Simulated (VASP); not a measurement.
**Nickel: convergence with the SCF threshold and smearing**

A convergence test on Nickel: the SCF threshold and smearing. The series runs use r2SCAN. The SCF threshold tried: EDIFF = 0.01; EDIFF = 0.001; EDIFF = 1E-04; EDIFF = 1E-05; EDIFF = 1E-06; EDIFF = 1E-08. The smearing tried: ISMEAR = 0, SIGMA = 0.01; ISMEAR = 0, SIGMA = 0.05; ISMEAR = 0, SIGMA = 0.1; ISMEAR = 0, SIGMA = 0.2; ISMEAR = 0, SIGMA = 0.5; ISMEAR = 1, SIGMA = 0.01; ISMEAR = 1, SIGMA = 0.05; ISMEAR = 1, SIGMA = 0.1; ISMEAR = 1, SIGMA = 0.2; ISMEAR = 1, SIGMA = 0.5; ISMEAR = -5. The start is a cell from a database of measured crystal structures.

Method: r2SCAN, spin-polarised from a ferromagnetic start (one magnetic atom a cell); plane waves and PAW (Ni), in VASP 6.6.1.

Most raw output is cut from this account.

### Step 1. The structure

The structure is cubic, space group Fm-3m (No. 225). Conventional cell: a = 3.524 Å, b = 3.524 Å, c = 3.524 Å, α = 90.00°, β = 90.00°, γ = 90.00°. Ni has 12 Ni at 2.49 Å nearest.

As a file:

```xyz
1
Lattice="0.0000 1.7619 1.7619 1.7619 0.0000 1.7619 1.7619 1.7619 0.0000" Properties=species:S:1:pos:R:3 pbc="T T T"
Ni    0.0000    0.0000    0.0000
```

### Step 2. SCF threshold: EDIFF = 0.01

EDIFF stops the electronic loop; forces need it tighter than energies do. r2SCAN adds the kinetic-energy density, costs more than a GGA and is run with LASPH.

The input, INCAR:

```
SYSTEM = Ni
PREC = Accurate
ENCUT = 400
EDIFF = 0.01
NELM = 100
ISMEAR = -1
SIGMA = 0.05
LREAL = .FALSE.
ALGO = Normal
METAGGA = R2SCAN
LASPH = .TRUE.
NBANDS = 11
ISPIN = 2
MAGMOM = 1
LMAXMIX = 4
LORBIT = 11
LWAVE = .FALSE.
LCHARG = .FALSE.
KPAR = 2
ISIF = 2
```

The input, POSCAR:

```
Ni
1.0
    0.0000000000      1.7619350000      1.7619350000
    1.7619350000      0.0000000000      1.7619350000
    1.7619350000      1.7619350000      0.0000000000
Ni
1
Direct
    0.0000000000      0.0000000000      0.0000000000
```

The input, KPOINTS:

```
Automatic mesh
0
Gamma
11 11 11
0 0 0
```

The projector-augmented-wave data sets are Ni (PBE family, release 64).

Started as:

```
$ mpirun -np 2 vasp_std
```

It took 7.8 s on 2 MPI ranks of Intel Xeon Platinum 8488C (Sapphire Rapids), shared host; peak memory 0.22 GiB; 14 s of CPU time.

The cell holds one magnetic atom, so no antiferromagnetic order fits into it. The k-mesh is coarse for a metal. SCAN-type functionals tend to overstate the moments of itinerant magnets. The PAW data sets were made with PBE, which is usual practice but a small mismatch for other functionals.

Numbers from this step:

```
SCF cycles                                        : 8
electrons                                         : 10
bands                                             : 11
irreducible k-points                              : 56
symmetry operations                               : 48
free energy (TOTEN)                               : -11.93 eV
energy at zero smearing                           : -11.92 eV
Fermi energy                                      : 9.301 eV
pressure                                          : -14.73 GPa
moment of the cell, from the last line of the log : 0.6727 μB
metallic                                          : yes
```

Spin moment in the PAW sphere by atom:

```
atom  spin moment in the PAW sphere (μB)
 Ni1                               0.698
```

The series starts at -11.9231 eV an atom and -14.73 GPa, after 8 cycles in 7.8 s.

### Step 3. SCF threshold: EDIFF = 0.001

INCAR: that of step 2 with these lines changed.

```diff
@@ -3,3 +3,3 @@
 ENCUT = 400
-EDIFF = 0.01
+EDIFF = 0.001
 NELM = 100
```

POSCAR is that of step 2.

KPOINTS is that of step 2.

Started as:

```
$ mpirun -np 2 vasp_std
```

Elapsed: 16 s, on 2 MPI ranks; peak memory 0.22 GiB; 30 s of CPU time.

Against the run before the energy moves by +1.16 meV an atom and the pressure by +0.32 GPa, after 10 cycles in 16 s.

### Step 4. SCF threshold: EDIFF = 1E-04

INCAR: that of step 3 with these lines changed.

```diff
@@ -3,3 +3,3 @@
 ENCUT = 400
-EDIFF = 0.001
+EDIFF = 1E-04
 NELM = 100
```

POSCAR is that of step 3.

KPOINTS is that of step 3.

Started as:

```
$ mpirun -np 2 vasp_std
```

Wall time 16 s (2 MPI ranks); peak memory 0.22 GiB; 31 s of CPU time.

Against the run before the energy moves by -0.50 meV an atom and the pressure by +6.95 GPa, after 12 cycles in 16 s.

### Step 5. SCF threshold: EDIFF = 1E-05

INCAR: that of step 4 with these lines changed.

```diff
@@ -3,3 +3,3 @@
 ENCUT = 400
-EDIFF = 1E-04
+EDIFF = 1E-05
 NELM = 100
```

POSCAR is that of step 4.

KPOINTS is that of step 4.

Started as:

```
$ mpirun -np 2 vasp_std
```

Wall time 22 s (2 MPI ranks); peak memory 0.23 GiB; 41 s of CPU time.

Against the run before the energy moves by -0.29 meV an atom and the pressure by -0.29 GPa, after 14 cycles in 22 s.

### Step 6. SCF threshold: EDIFF = 1E-06

INCAR: that of step 5 with these lines changed.

```diff
@@ -3,3 +3,3 @@
 ENCUT = 400
-EDIFF = 1E-05
+EDIFF = 1E-06
 NELM = 100
```

POSCAR is that of step 5.

KPOINTS is that of step 5.

Started as:

```
$ mpirun -np 2 vasp_std
```

Run time: 17 s. Hardware: 2 MPI ranks; peak memory 0.23 GiB.

Against the run before the energy moves by +0.01 meV an atom and the pressure by -0.02 GPa, after 17 cycles in 17 s.

### Step 7. SCF threshold: EDIFF = 1E-08

INCAR: that of step 6 with these lines changed.

```diff
@@ -3,3 +3,3 @@
 ENCUT = 400
-EDIFF = 1E-06
+EDIFF = 1E-08
 NELM = 100
```

POSCAR is that of step 6.

KPOINTS is that of step 6.

Started as:

```
$ mpirun -np 2 vasp_std
```

The job ended after 28 s (2 MPI ranks; peak memory 0.23 GiB).

Against the run before the energy stays within 0.01 meV an atom and the pressure within 0.01 GPa, after 22 cycles in 28 s.

### Step 8. The SCF threshold series as a table

This step: convergence of r2SCAN results with the threshold; plane waves and PAW (VASP 6.6.1).

This step runs nothing: it gathers the runs above.

Differences are taken from the run with EDIFF = 1E-08. Results of the series, by row:

```
      setting     status  energy less the reference (meV/atom)  pressure (GPa)  moment (μB)  SCF cycles  wall time (s)
 EDIFF = 0.01  converged                               -0.3758          -14.73        0.667           8            7.8
EDIFF = 0.001  converged                                0.7816          -14.42       0.7102          10           15.6
EDIFF = 1E-04  converged                                0.2849          -7.469       0.7366          12             16
EDIFF = 1E-05  converged                              -0.00486          -7.758       0.7544          14             22
EDIFF = 1E-06  converged                               6.50e-4          -7.774       0.7535          17           16.6
EDIFF = 1E-08  converged                                     0          -7.777       0.7535          22             28
```

### Step 9. Smearing: ISMEAR = 0, SIGMA = 0.01

This step: r2SCAN, spin-polarised from a ferromagnetic start (one magnetic atom a cell); plane waves and PAW (Ni) (VASP 6.6.1).

Smearing steadies the sum over the Fermi surface at the price of an entropy term.

INCAR: that of step 7 with these lines changed.

```diff
@@ -3,6 +3,6 @@
 ENCUT = 400
-EDIFF = 1E-08
+EDIFF = 1E-06
 NELM = 100
-ISMEAR = -1
-SIGMA = 0.05
+ISMEAR = 0
+SIGMA = 0.01
 LREAL = .FALSE.
```

POSCAR is that of step 7.

KPOINTS is that of step 7.

Started as:

```
$ mpirun -np 2 vasp_std
```

Run time: 14 s. Hardware: 2 MPI ranks; peak memory 0.22 GiB.

Numbers from this step:

| Property | Result |
| --- | --- |
| SCF cycles | 14 |
| free energy (TOTEN) | -11.92 eV |
| Fermi energy | 9.258 eV |
| pressure | -9.206 GPa |
| moment of the cell, from the last line of the log | 0.603 μB |

Spin moment in the PAW sphere by atom:

```
atom  spin moment in the PAW sphere (μB)
 Ni1                               0.628
```

The series starts at -11.9195 eV an atom and -9.21 GPa, after 14 cycles in 14 s. The entropy term T·S comes to 0.05 meV an atom in size.

### Step 10. Smearing: ISMEAR = 0, SIGMA = 0.05

INCAR: that of step 9 with these lines changed.

```diff
@@ -6,3 +6,3 @@
 ISMEAR = 0
-SIGMA = 0.01
+SIGMA = 0.05
 LREAL = .FALSE.
```

POSCAR is that of step 9.

KPOINTS is that of step 9.

Started as:

```
$ mpirun -np 2 vasp_std
```

It took 24 s on 2 MPI ranks; peak memory 0.23 GiB.

Against the run before the energy at zero width moves by -4.51 meV an atom and the pressure by +1.60 GPa, after 17 cycles in 24 s. The entropy term T·S comes to 0.89 meV an atom in size.

### Step 11. Smearing: ISMEAR = 0, SIGMA = 0.1

INCAR: that of step 10 with these lines changed.

```diff
@@ -6,3 +6,3 @@
 ISMEAR = 0
-SIGMA = 0.05
+SIGMA = 0.1
 LREAL = .FALSE.
```

POSCAR is that of step 10.

KPOINTS is that of step 10.

Started as:

```
$ mpirun -np 2 vasp_std
```

It took 24 s on 2 MPI ranks; peak memory 0.23 GiB.

Against the run before the energy at zero width moves by +1.09 meV an atom and the pressure by -0.11 GPa, after 18 cycles in 24 s. The entropy term T·S comes to 7.43 meV an atom in size.

### Step 12. Smearing: ISMEAR = 0, SIGMA = 0.2

INCAR: that of step 11 with these lines changed.

```diff
@@ -6,3 +6,3 @@
 ISMEAR = 0
-SIGMA = 0.1
+SIGMA = 0.2
 LREAL = .FALSE.
```

POSCAR is that of step 11.

KPOINTS is that of step 11.

Started as:

```
$ mpirun -np 2 vasp_std
```

Elapsed: 17 s, on 2 MPI ranks; peak memory 0.22 GiB; 32 s of CPU time.

Against the run before the energy at zero width moves by +0.31 meV an atom and the pressure by -0.36 GPa, after 15 cycles in 17 s. The entropy term T·S comes to 32.89 meV an atom in size.

### Step 13. Smearing: ISMEAR = 0, SIGMA = 0.5

INCAR: that of step 12 with these lines changed.

```diff
@@ -6,3 +6,3 @@
 ISMEAR = 0
-SIGMA = 0.2
+SIGMA = 0.5
 LREAL = .FALSE.
```

POSCAR is that of step 12.

KPOINTS is that of step 12.

Started as:

```
$ mpirun -np 2 vasp_std
```

It took 21 s on 2 MPI ranks; peak memory 0.22 GiB; 41 s of CPU time.

Against the run before the energy at zero width moves by -8.80 meV an atom and the pressure by +0.70 GPa, after 16 cycles in 21 s. The entropy term T·S comes to 161.80 meV an atom in size.

### Step 14. Smearing: ISMEAR = 1, SIGMA = 0.01

INCAR: that of step 13 with these lines changed.

```diff
@@ -5,4 +5,4 @@
 NELM = 100
-ISMEAR = 0
-SIGMA = 0.5
+ISMEAR = 1
+SIGMA = 0.01
 LREAL = .FALSE.
```

POSCAR is that of step 13.

KPOINTS is that of step 13.

Started as:

```
$ mpirun -np 2 vasp_std
```

The job ended after 17 s (2 MPI ranks; peak memory 0.22 GiB; 33 s of CPU time).

Against the first of the series the energy at zero width moves by +0.01 meV an atom and the pressure by -0.03 GPa, after 14 cycles in 17 s. The entropy term T·S comes to 0.00 meV an atom in size.

### Step 15. Smearing: ISMEAR = 1, SIGMA = 0.05

INCAR: that of step 14 with these lines changed.

```diff
@@ -6,3 +6,3 @@
 ISMEAR = 1
-SIGMA = 0.01
+SIGMA = 0.05
 LREAL = .FALSE.
```

POSCAR is that of step 14.

KPOINTS is that of step 14.

Started as:

```
$ mpirun -np 2 vasp_std
```

The job ended after 31 s (2 MPI ranks; peak memory 0.23 GiB).

Against the run before the energy at zero width moves by -4.67 meV an atom and the pressure by +1.72 GPa, after 20 cycles in 31 s. The entropy term T·S comes to 0.51 meV an atom in size.

### Step 16. Smearing: ISMEAR = 1, SIGMA = 0.1

INCAR: that of step 15 with these lines changed.

```diff
@@ -6,3 +6,3 @@
 ISMEAR = 1
-SIGMA = 0.05
+SIGMA = 0.1
 LREAL = .FALSE.
```

POSCAR is that of step 15.

KPOINTS is that of step 15.

Started as:

```
$ mpirun -np 2 vasp_std
```

Wall time 18 s (2 MPI ranks); peak memory 0.22 GiB.

Against the run before the energy at zero width moves by +0.40 meV an atom and the pressure by -0.14 GPa, after 17 cycles in 18 s. The entropy term T·S comes to 2.18 meV an atom in size.

### Step 17. Smearing: ISMEAR = 1, SIGMA = 0.2

INCAR: that of step 16 with these lines changed.

```diff
@@ -6,3 +6,3 @@
 ISMEAR = 1
-SIGMA = 0.1
+SIGMA = 0.2
 LREAL = .FALSE.
```

POSCAR is that of step 16.

KPOINTS is that of step 16.

Started as:

```
$ mpirun -np 2 vasp_std
```

Elapsed: 25 s, on 2 MPI ranks; peak memory 0.23 GiB.

Against the run before the energy at zero width moves by +2.19 meV an atom and the pressure by -0.14 GPa, after 18 cycles in 25 s. The entropy term T·S comes to 3.51 meV an atom in size.

### Step 18. Smearing: ISMEAR = 1, SIGMA = 0.5

INCAR: that of step 17 with these lines changed.

```diff
@@ -6,3 +6,3 @@
 ISMEAR = 1
-SIGMA = 0.2
+SIGMA = 0.5
 LREAL = .FALSE.
```

POSCAR is that of step 17.

KPOINTS is that of step 17.

Started as:

```
$ mpirun -np 2 vasp_std
```

Wall time 17 s (2 MPI ranks); peak memory 0.23 GiB; 33 s of CPU time.

Against the run before the energy at zero width moves by -5.99 meV an atom and the pressure by -0.32 GPa, after 15 cycles in 17 s. The entropy term T·S comes to 16.59 meV an atom in size.

### Step 19. Smearing: ISMEAR = -5

INCAR: that of step 18 with these lines changed.

```diff
@@ -5,4 +5,4 @@
 NELM = 100
-ISMEAR = 1
-SIGMA = 0.5
+ISMEAR = -5
+SIGMA = 0.05
 LREAL = .FALSE.
```

POSCAR is that of step 18.

KPOINTS is that of step 18.

Started as:

```
$ mpirun -np 2 vasp_std
```

Elapsed: 18 s, on 2 MPI ranks; peak memory 0.23 GiB; 36 s of CPU time.

With tetrahedra the forces and stress of a metal are not exact derivatives of the energy.

Against the first of the series the energy at zero width moves by -10.82 meV an atom and the pressure by +0.97 GPa, after 16 cycles in 18 s.

### Step 20. The smearing series as a table

This step: convergence of r2SCAN results with the smearing; plane waves and PAW (VASP 6.6.1).

No new run; the numbers come from the runs before.

One cell and one 11×11×11 mesh. Free energy against width, by row:

```
Gaussian width σ (eV)  free energy less that at the narrowest width (meV/atom)
                 0.01                                                        0
                 0.05                                                    -4.93
                  0.1                                                    -7.11
                  0.2                                                   -19.53
                  0.5                                                   -92.78
```

Differences are taken from the run with ISMEAR = 0, SIGMA = 0.01. Results of the series, by row:

```
                 setting     status  energy less the reference (meV/atom)  pressure (GPa)  moment (μB)  SCF cycles  wall time (s)
ISMEAR = 0, SIGMA = 0.01  converged                                     0          -9.206       0.6031          14           13.8
ISMEAR = 0, SIGMA = 0.05  converged                                -4.512          -7.602       0.7806          17             24
 ISMEAR = 0, SIGMA = 0.1  converged                                 -3.42          -7.712        0.765          18           24.1
 ISMEAR = 0, SIGMA = 0.2  converged                                -3.107          -8.069       0.7165          15           16.6
 ISMEAR = 0, SIGMA = 0.5  converged                                -11.91          -7.368       0.6966          16             21
ISMEAR = 1, SIGMA = 0.01  converged                                0.0113          -9.236       0.6015          14           16.8
ISMEAR = 1, SIGMA = 0.05  converged                                -4.659          -7.518       0.7855          20             31
 ISMEAR = 1, SIGMA = 0.1  converged                                -4.255          -7.655       0.7829          17             18
 ISMEAR = 1, SIGMA = 0.2  converged                                -2.063          -7.795        0.755          18             25
 ISMEAR = 1, SIGMA = 0.5  converged                                -8.048          -8.118       0.7119          15             17
             ISMEAR = -5  converged                                -10.82          -8.236       0.7128          16           18.4
```

### Step 21. Outcome

```yaml
scf_threshold_from_which_the_energy_stays_within_10_mev_atom_of_the_reference: EDIFF = 0.01
scf_threshold_from_which_the_energy_stays_within_1_mev_atom_of_the_reference: EDIFF = 0.01
scf_threshold_from_which_the_pressure_stays_within_0p2_gpa_of_the_reference: EDIFF = 1E-05
spread_of_the_pressure_over_the_scf_threshold: 7.26 GPa
spread_of_the_energy_over_the_scf_threshold: 1.16 meV/atom
spread_of_the_pressure_over_the_smearing: 1.87 GPa
spread_of_the_energy_over_the_smearing: 11.9 meV/atom
```

**Reading.** From EDIFF = 0.01 on, the energy stays within 1 meV an atom of the reference, at 28 % of its time. The pressure holds within 0.2 GPa from EDIFF = 1E-05 on. The loosest stop saves 14 of 22 cycles and costs -0.4 meV an atom, -6.96 GPa. The usual rule keeps the entropy term T·S under 1 meV an atom, which holds up to a width of 0.05 eV for Gaussian and 0.05 eV for first-order Methfessel-Paxton. That rule is made for Methfessel-Paxton; with the other schemes the zero-width estimate is the energy to use. Farthest in energy from the narrowest smearing lies ISMEAR = 0, SIGMA = 0.5 (-11.9 meV an atom, +1.84 GPa). On a fixed mesh a narrow width is not the exact answer for a metal: it samples the Fermi surface more noisily. Forces vanish by symmetry in this cell, so the series can't test them.

[Lines on the potential files, build, host, timing and source positions are cut from VASP's logs without a mark.]

[Logs are printed without paths, hosts, clocks, repeated set-up lines and the standing remarks that a program may print on its own settings, such as how far it seeks lower states.]

[Hosts, paths, dates, database ids (printed as entryN), source tags and the programs' standing remarks are cut or masked in the printed files.]

[A measured line is paired with the nearest computed mode of its activity, which favours agreement.]
